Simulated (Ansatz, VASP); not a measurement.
# Cross-check of TlS between VASP and Ansatz

Aim: how closely do two programs agree when they are given the same cell, functional and k mesh? The cell is taken from a series of runs on this material, whose earlier steps may have relaxed, scaled, displaced or heated it; both programs get it as it stands.

Calculated with Ansatz 0.2.0; plane waves, with VASP 6.6.1 beside it; relaxation of cell and atoms at PBEsol.

**1. Set-up**

It takes space group Immm (No. 71, orthorhombic). Conventional cell: a = 3.965 Å, b = 3.985 Å, c = 5.971 Å, α = 90.00°, β = 90.00°, γ = 90.00°. Nearest to Tl lie 6 S at 2.81 to 2.99 Å. Nearest to S lie 6 Tl at 2.81 to 2.99 Å. Farther neighbours and most contacts between anions are not listed.

**2. VASP: relaxation of cell and atoms, PBEsol**

The relaxed volume is the usual yardstick between codes: in a stiff, nearly cubic crystal its relative difference is about their pressure difference at one cell divided by the bulk modulus.

Lines of VASP's logs that name or quote its potential files are left out, and so is its time.

File INCAR:

```
SYSTEM = TlS
PREC = Accurate
ENCUT = 500
EDIFF = 1E-07
NELM = 120
ISMEAR = 1
SIGMA = 0.2
LREAL = .FALSE.
ALGO = Normal
GGA = PS
NBANDS = 15
LORBIT = 11
LWAVE = .FALSE.
LCHARG = .FALSE.
ISIF = 3
IBRION = 2
NSW = 80
EDIFFG = -0.005
LASPH = .TRUE.
GGA_COMPAT = .FALSE.
NELMIN = 4
KPAR = 2
```

File POSCAR:

```
TlS
1.0
   -1.9824830000      1.9924360000      2.9856120000
    1.9824830000     -1.9924360000      2.9856120000
    1.9824830000      1.9924360000     -2.9856120000
Tl S
1 1
Direct
    0.0000000000      0.5000000000      0.5000000000
    0.5000000000      0.0000000000      0.5000000000
```

File KPOINTS:

```
Automatic mesh
0
Gamma
14 14 14
0 0 0
```

PAW data sets: Tl_d and S (PBE family, release 64).

The run is started by

```bash
$ mpirun -np 2 vasp_std
```

Numbers of over 12 decimals in the logs are rounded to 6 here.

What it wrote:

```text
[banner, memory and clock lines left out]
running    2 mpi-ranks, on    1 nodes
 distrk:  each k-point on    1 cores,    2 groups
 distr:  one band on    1 cores,    1 groups

 POSCAR found type information on POSCAR TlS
 POSCAR found :  2 types and       2 ions
|                                                                             |
|               ----> ADVICE to this user running VASP <----                  |
|                                                                             |
|     You enforced a specific xc type in the INCAR file but a different       |
|     [... a line on the potential file left out ...]
|     I HOPE YOU KNOW WHAT YOU ARE DOING!                                     |
|                                                                             |

 LDA part: xc-table for (Slater+PW92), standard interpolation
 POSCAR, INCAR and KPOINTS ok, starting setup
 FFT: planning ... GRIDC
 FFT: planning ... GRID_SOFT
 FFT: planning ... GRID
 WAVECAR not read
 entering main loop
       N       E                     dE             d eps       ncg     rms          rms(c)
DAV:   1     0.843265389520E+02    0.84327E+02   -0.93221E+03 12920   0.109E+03
DAV:   2    -0.522030846759E+01   -0.89547E+02   -0.87157E+02 16263   0.235E+02
DAV:   3    -0.769246046683E+01   -0.24722E+01   -0.24606E+01 15227   0.359E+01
DAV:   4    -0.770887533058E+01   -0.16415E-01   -0.16413E-01 17306   0.338E+00
DAV:   5    -0.770911101410E+01   -0.23568E-03   -0.23568E-03 15703   0.378E-01    0.736E+00
DAV:   6    -0.745326351677E+01    0.25585E+00   -0.52269E-01 15794   0.584E+00    0.521E+00
DAV:   7    -0.744679132022E+01    0.64722E-02   -0.95059E-02 16186   0.210E+00    0.223E+00
DAV:   8    -0.744550924308E+01    0.12821E-02   -0.11259E-02 15955   0.899E-01    0.152E-01
DAV:   9    -0.744539591385E+01    0.11333E-03   -0.99231E-04 16494   0.288E-01    0.653E-02
DAV:  10    -0.744543257030E+01   -0.36656E-04   -0.11775E-04 15717   0.729E-02    0.356E-02
DAV:  11    -0.744544246434E+01   -0.98940E-05   -0.25460E-05 16564   0.414E-02    0.409E-03
DAV:  12    -0.744544273221E+01   -0.26787E-06   -0.18929E-06 16522   0.993E-03    0.356E-03
DAV:  13    -0.744544280267E+01   -0.70461E-07   -0.11854E-07 14287   0.220E-03
   1 F= -.74454428E+01 E0= -.74457922E+01  d E =-.744544E+01
[...]
2 F= -.74455052E+01 E0= -.74458583E+01  d E =-.624460E-04
[...]
3 F= -.74455461E+01 E0= -.74459020E+01  d E =-.103254E-03
 curvature:  -1.23 expect dE=-0.533E-05 dE for cont linesearch -0.403E-05
 ZBRENT: extrapolating
 opt :   2.8102  next Energy=    -7.445551 (dE=-0.108E-03)
 bond charge predicted
       N       E                     dE             d eps       ncg     rms          rms(c)
DAV:   1    -0.744561193983E+01   -0.65930E-04   -0.33011E-03 14954   0.427E-01    0.395E-02
DAV:   2    -0.744557210588E+01    0.39834E-04   -0.50466E-05 14884   0.665E-02    0.225E-02
DAV:   3    -0.744555222667E+01    0.19879E-04   -0.30782E-05 15535   0.561E-02    0.640E-03
DAV:   4    -0.744555242719E+01   -0.20052E-06   -0.21448E-06 16151   0.129E-02    0.176E-03
DAV:   5    -0.744555246068E+01   -0.33494E-07   -0.63938E-08 10788   0.279E-03
   4 F= -.74455525E+01 E0= -.74459093E+01  d E =-.109658E-03
 curvature:  -1.45 expect dE=-0.228E-05 dE for cont linesearch -0.623E-07
 trial: gam=-0.00312 g(F)=  0.300E-61 g(S)=  0.157E-05 ort = 0.181E-05 (trialstep = 0.136E+01)
 search vector abs. value=  0.156E-05
 reached required accuracy - stopping structural energy minimisation
```

From OUTCAR (step 2):

```text
ion  position               nearest neighbor table
   1  0.000  0.500  0.500-   2 2.81   2 2.81   2 2.81   2 2.81   2 2.99   2 2.99
   2  0.500  0.000  0.500-   1 2.81   1 2.81   1 2.81   1 2.81   1 2.99   1 2.99

  LATTYP: Found a body centered orthorhombic cell.
 ALAT       =     3.9649660000
 B/A-ratio  =     1.0050204718
 C/A-ratio  =     1.5059962683

 Subroutine GETGRP returns: Found  8 space group operations
 (whereof  8 operations were pure point group operations)

The static configuration has the point symmetry D_2h.

 Found    428 irreducible k-points:

   k-points           NKPTS =    428   k-points in BZ     NKDIM =    428   number of bands    NBANDS=     15

   dimension x,y,z NGX =    30 NGY =   30 NGZ =   30
   dimension x,y,z NGXF=    60 NGYF=   60 NGZF=   60

   ENCUT  =  500.0 eV  36.75 Ry    6.06 a.u.   7.48  7.48  7.48*2*pi/ulx,y,z

   NELECT =      19.0000    total number of electrons

 k-points in reciprocal lattice and weights: Automatic mesh
   0.00000000  0.00000000  0.00000000       0.000
   0.07142857  0.00000000 -0.00000000       0.001
   0.14285714  0.00000000 -0.00000000       0.001
   0.21428571  0.00000000 -0.00000000       0.001
   0.28571429  0.00000000  0.00000000       0.001
   0.35714286  0.00000000 -0.00000000       0.001
   0.42857143  0.00000000 -0.00000000       0.001
   0.50000000  0.00000000 -0.00000000       0.001
   0.00000000  0.07142857 -0.00000000       0.001
[...]
-0.42857143 -0.42857143  0.42857143       0.001
   0.50000000  0.50000000  0.50000000       0.000

 average (electrostatic) potential at core
       1 -83.1532       2 -85.8331

 E-fermi :   5.7612

 k-point     1 :       0.0000    0.0000    0.0000
  band No.  band energies     occupation
    ...
      6      -5.2346      2.00000
      7       2.2692      2.00000
      8       3.6051      2.00000
      9       3.6068      2.00000
     10       4.0306      2.00000
     11      12.7951      0.00000
     12      13.3476      0.00000
     13      13.6780      0.00000
     14      13.6810      0.00000
     15      14.1245      0.00000

 k-point     2 :       0.0714    0.0000   -0.0000
  band No.  band energies     occupation
    ...
      6      -5.2353      2.00000
      7       1.8426      2.00000
      8       3.6432      2.00000
      9       3.8528      2.00000
     10       4.2145      2.00000
     11      12.1388      0.00000
     12      12.8546      0.00000
     13      13.3577      0.00000
     14      13.7616      0.00000
     15      14.0667      0.00000

 k-point     3 :       0.1429    0.0000   -0.0000
  band No.  band energies     occupation
    ...
      6      -5.2212      2.00000
      7       1.0873      2.00000
      8       3.7479      2.00000
      9       3.9718      2.00000
     10       4.8615      2.00000
     11      11.0617      0.00000
     12      11.9938      0.00000
     13      12.5157      0.00000
     14      13.8579      0.00000
     15      14.2004      0.00000

  Total        0.0063589      0.0040963      0.0027977      0.0000000      0.0000000      0.0000000
  in kB        0.2161555      0.1392444      0.0950995      0.0000000      0.0000000      0.0000000
  external PRESSURE =       0.1501665 kB  Pullay stress =       0.0000000 kB

  energy-cutoff  :      500.00
  volume of cell :       47.13
      direct lattice vectors                 reciprocal lattice vectors
    -1.988033432  1.988454549  2.980763538     0.000000000  0.251451561  0.167742256
     1.988033432 -1.988454549  2.980763538     0.251504825  0.000000000  0.167742256
     1.988033432  1.988454549 -2.980763538     0.251504825  0.251451561  0.000000000

 POSITION                                       TOTAL-FORCE (eV/Angst)
 -----------------------------------------------------------------------------------
      0.00000      1.98845      2.98076        -0.000000      0.000000     -0.000000
      0.00000      1.98845      0.00000         0.000000      0.000000      0.000000
 -----------------------------------------------------------------------------------
    total drift:                               -0.000000     -0.000000     -0.000000

  FREE ENERGIE OF THE ION-ELECTRON SYSTEM (eV)
  ---------------------------------------------------
  free  energy   TOTEN  =        -7.4455524607 eV

  energy  without entropy=       -7.4466228663  energy(sigma->0) =       -7.44590926

 reached required accuracy - stopping structural energy minimisation

 total charge
# of ion       s       p       d       tot
------------------------------------------
    1        1.096   0.369   9.691  11.155
    2        1.364   2.258   0.000   3.622
--------------------------------------------------
tot          2.460   2.627   9.691  14.778

[... 3 further parts left out ...]
```

CONTCAR:

```
TlS
   1.00000000000000
    -1.9880334323504825    1.9884545489846357    2.9807635382686835
     1.9880334323504825   -1.9884545489846357    2.9807635382686835
     1.9880334323504825    1.9884545489846357   -2.9807635382686835
  Tl              S
     1     1
Direct
     1.0000000000000000    0.5000000000000000    0.5000000000000000
     0.5000000000000000    0.0000000000000000    0.5000000000000000
```

**3. Ansatz: relaxation of cell and atoms, PBEsol**

Ansatz runs on its PAW soft_1 files.

The same cell, functional, mesh and smearing now go to Ansatz, which takes its cutoff from its data sets.

File input.yaml:

```yaml
crystal:
  lattice:
    - [-1.9824834478, 1.9924358173, 2.9856120699]
    - [1.9824834478, -1.9924358173, 2.9856120699]
    - [1.9824834478, 1.9924358173, -2.9856120699]
  atoms:
    - { symbol: Tl, position: [0.0, 0.5, 0.5] }
    - { symbol: S, position: [0.5, 0.0, 0.5] }
kpoints:
  mp_grid: { grid: [14, 14, 14] }
hamiltonian:
  xc: pbesol
  pseudopotentials: { kind: paw, azcp: { folder: soft_1 }, xc_functional: pbe }
scf:
  occupations: { method: methfessel_paxton, width: 0.2 }
output:
  forces: true
  stress: true
  eigenvalues: true
relax:
  adjacent_minimum: "off"
  f_tol: 0.001
  max_steps: 60
  cell: { stress_tol: 0.01 }
```

The run is started by

```bash
$ ansatz run input.yaml --threads 4 --pin off --max-ram 10240MiB --backend cpu --events-out ev --progress --plain --runs-dir out
```

What it wrote:

```text
Engine: ansatz 0.2.0, aarch64-unknown-linux-gnu
Pseudopotentials: kind: paw
Pseudopotential: Tl, paw, valence charge 13, recommended cutoff 420 eV (normal), soft_1/Tl.paw.azcp
Pseudopotential: S, paw, valence charge 6, recommended cutoff 420 eV (normal), soft_1/S.paw.azcp
Functional definition: PBEsol
  exchange = pbesol_x
  correlation = pbesol_c
Crystal: 2 atoms, lattice volume = 47.172 Å³
Basis set: ecut = 420 eV, 909 PW (Γ), exchange–correlation on 60×60×60 points (8 copies of the dense FFT grid, shifted against one another)
Bands: 14, of which v1, the nominal top of the filled ones, is band 10 counted from 1 (9 counted from 0)
Symmetry: 8 space group operations
Space group: Immm (ITA 71), of the structure as read, at distance tolerance 3.6e-5 Å
k-points: 428 of 2744
Non-local potential: Tl, projectors of the file, l = 0: 2, l = 1: 2, l = 2: 2, l = 3: 1
Non-local potential: S, projectors of the file, l = 0: 2, l = 1: 2, l = 2: 1
PAW form: soft (Blöchl's): semilocal exchange-correlation on the pseudo side does not see the compensation charge
PAW frozen core: Tl, regenerated for the run's functional, and the local potential with it (the file was generated under x = pbe(κ = 0.804, μ = 0.219515), c = pbe(β = 0.066725))
PAW frozen core: S, regenerated for the run's functional, and the local potential with it (the file was generated under x = pbe(κ = 0.804, μ = 0.219515), c = pbe(β = 0.066725))
PAW one-centre angular grid: Tl, 590 points (default); XC on 64 Gauss nodes
PAW one-centre angular grid: S, 110 points (default); XC on 64 Gauss nodes
Initial density: superposition of atomic densities (chi_scale 0.1, normalization cell, long waves kept (reshape's long-wave potential 0.00 eV rms))
Initial wavefunctions: pseudopotential atomic-orbital guess
Functional: x = pbesol(κ = 0.804, μ = 0.123457), c = pbesol(β = 0.046)
SCF iter   1: F=—  HF=-12183.034758 eV  |F-HF|=—  |Δ(HF+E_count)|=         —  Δρ=1.78e-2  dr2=1.20e-1  ethr=3.10e-3  ⟨swp⟩=6.4  Hψ=36983  notcnv=0
preconditioner: auto → Kerker (q_TF=auto, 2.345 Å⁻¹)  [metal: Δε(μ)=0.007 eV  Ē_g=13.736 eV  σ=0.200 eV  W_gap=0.03  n_scr=14 (ndim 8)  ℏωp=23.6 eV  f_vac=0.000  D(μ)=0.74/eV (n_scr^D=0)]
SCF iter   2: F=—  HF=-12183.013165 eV  |F-HF|=—  |Δ(HF+E_count)|=   2.16e-2  S|Δr|=    0.00e0  Δρ=9.30e-3  dr2=3.32e-2  ethr=6.30e-4  ⟨swp⟩=1.3  Hψ=9843  notcnv=0
SCF iter   3: F=—  HF=-12183.007199 eV  |F-HF|=—  |Δ(HF+E_count)|=   5.97e-3  S|Δr|=    0.00e0  Δρ=2.04e-3  dr2=2.55e-3  ethr=1.75e-4  ⟨swp⟩=2.2  Hψ=9513  notcnv=0
SCF iter   4: F=—  HF=-12183.007858 eV  |F-HF|=—  |Δ(HF+E_count)|=   6.59e-4  S|Δr|=    0.00e0  Δρ=6.49e-4  dr2=2.28e-4  ethr=1.34e-5  ⟨swp⟩=2.0  Hψ=9940  notcnv=0
SCF iter   5: F=—  HF=-12183.008002 eV  |F-HF|=—  |Δ(HF+E_count)|=   1.43e-4  S|Δr|=    0.00e0  Δρ=1.16e-4  dr2=7.45e-6  ethr=1.20e-6  ⟨swp⟩=2.7  Hψ=9700  notcnv=0
SCF iter   6: F=—  HF=-12183.008014 eV  |F-HF|=—  |Δ(HF+E_count)|=   1.24e-5  S|Δr|=    0.00e0  Δρ=2.62e-5  dr2=3.62e-7  ethr=3.92e-8  ⟨swp⟩=2.5  Hψ=9992  notcnv=0
SCF iter   7: F=-12183.008014 eV  HF=-12183.008014 eV  |F-HF|=5.14e-9  |Δ(HF+E_count)|=   3.11e-7  S|Δr|=    0.00e0  Δρ=4.47e-6  dr2=7.55e-9  ethr=5.26e-10  ⟨swp⟩=7.2  Hψ=32596  notcnv=0
SCF 1 converged in 7 iterations: F = -12183.008014 eV  dr2 = 7.55e-9
  greatest PAW one-centre occupation: 0.966 electrons in one spin orbital (limit 2), on the Tl atom at site 0 (counted from 0), in its partial waves of l = 2
relax step   1: F+E_penalty+E_count = -12183.00801427 eV  Δ(F+E_penalty+E_count) = +0.000e0 eV  max|allowed force component| = 0.000e0 eV/Å  Δτ_max = 0.0000 Å  P = +0.031 GPa  Ω = 47.172 Å³  (7 SCF iters, dr2 threshold 1.00e-7 eV, accepted)
[...]
relax step   2: F+E_penalty+E_count = -12183.00812002 eV  Δ(F+E_penalty+E_count) = -1.058e-4 eV  max|allowed force component| = 3.550e-30 eV/Å  Δτ_max = 0.0000 Å  P = -0.016 GPa  Ω = 47.199 Å³  energy of the carried Pulay correction = -2.548e-6 eV  (3 SCF iters, dr2 threshold 9.21e-8 eV, accepted)
[...]
relax step   3: F+E_penalty+E_count = -12183.00812955 eV  Δ(F+E_penalty+E_count) = -9.536e-6 eV  max|allowed force component| = 0.000e0 eV/Å  Δτ_max = 0.0000 Å  P = +0.015 GPa  Ω = 47.168 Å³  energy of the carried Pulay correction = +1.147e-6 eV  (4 SCF iters, dr2 threshold 5.92e-9 eV, accepted)
[...]
relax step   4: F+E_penalty+E_count = -12183.00812988 eV  Δ(F+E_penalty+E_count) = -3.294e-7 eV  max|allowed force component| = 1.775e-30 eV/Å  Δτ_max = 0.0000 Å  P = -0.005 GPa  Ω = 47.179 Å³  energy of the carried Pulay correction = +6.489e-8 eV  (3 SCF iters, dr2 threshold 1.97e-9 eV, accepted)
[...]
relax step   5: F+E_penalty+E_count = -12183.00813039 eV  Δ(F+E_penalty+E_count) = -5.040e-7 eV  max|allowed force component| = 0.000e0 eV/Å  Δτ_max = 0.0000 Å  P = -0.005 GPa  Ω = 47.179 Å³  stress off target by 9.24e-3 GPa  SCF on the basis re-selected at this cell (its energy is not comparable with the rows above)  (6 SCF iters)
basis re-selected at this cell: Δ(F+E_penalty+E_count) = -5.040e-7 eV, ΔP = -0.000 GPa vs the last step (what re-selecting the basis moved, of the pressure what is left beyond the Pulay correction that the steps carried, after the strain that the cell walked since its last selection, with what the two solves' SCF thresholds leave and, on support functions, any second-order correction that the steps lacked; it is no measure of the basis error at this ecutwfc). This SCF's stress stands 9.24e-3 GPa from its target on what of the cell is left free (relax.cell.stress_tol is 1.00e-2 GPa) and its largest allowed force component is 0.00e0 eV/Å (relax.f_tol is 1.00e-3 eV/Å): [rest of the remark cut]
SCF converged after 6 iterations
Stability not checked: this state was not tested for a lower state beside it, because cold or Methfessel-Paxton smearing, or corrected tetrahedra, fill the levels in a way that the test cannot read (fill_not_monotonic; see scf.lower_state_search)
Free energy (F): -12183.008130 eV
Harris-Foulkes:  -12183.008130 eV  (|F-HF|=1.82e-12)
Internal energy: -12183.009210 eV  (E = F + TS)
E sigma→0 (E₀):  -12183.008400 eV
Entropy (-TS):   0.001079 eV (0.540 meV/atom)
Fermi energy:    8.719290 eV
--- Per-component energies (eV) ---
  E_band       = 6.395333
  E_kinetic    = 371.805466
  E_local      = -964.402380  (includes V_loc(G=0)·N_el)
  E_nonlocal   = 352.756747
  E_hartree    = 351.901553
  E_xc         = -271.026002
  E_vxc        = -204.369361  (∫ρ·V_xc dr)
  E_paw        = -10632.280405  (= ΣΔE_a)
  E_vpaw       = -253.198190  (= ΣTr[D̂ρ^β])
  E_aug_tail   = -0.000043  (compensation charges beyond the density's cutoff)
  E_ewald      = -1391.864427
  E_core_change = 0.100282  (= ΣΔE_core)
  E_smearing   = 0.001079  (= −TS)
  E_closure    = 0.000000  (closes the sum)
  Σ components = -12183.008130   (vs F -12183.008130, Δ=0.00e0)
--- Forces (eV/Å), atoms counted from 1 ---
  atom   1  Tl     0.00000000     0.00000000     0.00000000
  atom   2  S      0.00000000     0.00000000     0.00000000
  max |Σ_I F_I| component: 0.00e0 eV/Å
--- Stress (GPa, compression-positive) ---
       -0.009235       0.000000       0.000000
        0.000000      -0.003701      -0.000000
        0.000000      -0.000000      -0.003255
  P = ⅓ Tr σ = -0.0054 GPa (-0.054 kbar)
--- Band table (eV; the first three rows and the last of 428) ---
  k-point 0: bands = [... 6 lower, 5.2256, 6.5676, 6.5686, 6.9929, 15.7636, 16.2383, 16.5692, 16.5708]
  k-point 1: bands = [... 6 lower, 4.6696, 6.5017, 6.9432, 7.3095, 15.2700, 15.6865, 15.8689, 16.0235]
  k-point 2: bands = [... 6 lower, 3.9530, 6.3108, 6.7937, 8.4546, 13.7180, 14.8249, 15.2407, 15.5599]
  k-point 427: bands = [... 6 lower, 3.7092, 4.4842, 5.5335, 5.5347, 13.6480, 15.3947, 16.8816, 16.8819]
--- Relaxed structure (4 steps of the walk, 4 accepted, 1 SCFs on fresh bases) ---
  F+E_penalty+E_count = -12183.00813039 eV   max|allowed force component| = 0.000e0 eV/Å   (the final SCF, on the basis selected at the relaxed cell)
  cell:  # Å, volume = 47.1793 Å³
    - [-1.989235, 1.989003, 2.981055]
    - [1.989235, -1.989003, 2.981055]
    - [1.989235, 1.989003, -2.981055]
  atoms:
    - { symbol: Tl, position: [0, 0.5, 0.5] }
    - { symbol: S, position: [0.500000, 0, 0.500000] }
```

In the SCF lines HF is the Harris–Foulkes energy and dr2 the Hartree energy of the density residual, in eV; the loop may stop once dr2 is under the threshold and the program's other checks hold. Hψ counts applications of the Hamiltonian.

**4. Comparison**

Known differences besides the potentials themselves: the cutoff is 420 eV in Ansatz and 500 eV in VASP; Ansatz makes its cores anew for this functional, VASP keeps those of its PBE data sets; Ansatz adds a Pulay correction to the stress that steers its cell, VASP none. Total energies have different zeros and are not compared.

Both answers:

```csv
quantity,Ansatz,VASP,difference
volume (Å³),47.18,47.13,+0.10 %
"edge a after relaxation, in the typed setting (Å)",4.099,4.098,+0.03 %
```

**5. What came out**

```json
{
  "difference in volume (relaxation of cell and atoms, PBEsol)": "0.098 %"
}
```

**Reading.** The difference in volume is 0.098 % (relaxation of cell and atoms, PBEsol), within the 1.2 % picked in this series as the mark of a large difference, as far as the stopping tolerances let one tell. How closely two codes agree says nothing of how well the functional describes the real material.

[Lines on the potential files, build, host, timing and source positions are cut from VASP's logs without a mark.]

[Logs are printed without paths, hosts, clocks, repeated set-up lines and the standing remarks that a program may print on its own settings, such as how far it seeks lower states.]

[Hosts, paths, dates, database ids (printed as entryN), source tags and the programs' standing remarks are cut or masked in the printed files.]
